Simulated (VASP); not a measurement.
Consider the following.

```
CELL_PARAMETERS angstrom
      0.00000     2.71764     2.71764
      2.71764     0.00000     2.71764
      2.71764     2.71764     0.00000
ATOMIC_POSITIONS crystal
  Ag 0.00000 0.00000 0.00000
  Cl 0.50000 0.50000 0.50000
```

Calculation: PBE GGA, VASP's PBE PAW potentials (set 64) (plane waves; VASP 6.6.1). Run with 500 eV cut-off, 8×8×8 Γ-centred mesh, Gaussian smearing of 0.050 eV, potentials Ag Cl.

Problem. What does the run give for the energy per atom (σ→0), pressure, band gap (on the k-mesh) with the smallest direct gap where there is one?

Solution. 
- band gap (on the k-mesh): 0.90 eV
- smallest direct gap (on the k-mesh): 3.39 eV
- energy per atom (σ→0): -2672 meV/atom
- pressure: 50.2 kbar

Only differences to runs with the same potentials and settings are physical.

The compound is AgCl in the rock salt structure. It was relaxed first under an external pressure of 5 GPa.
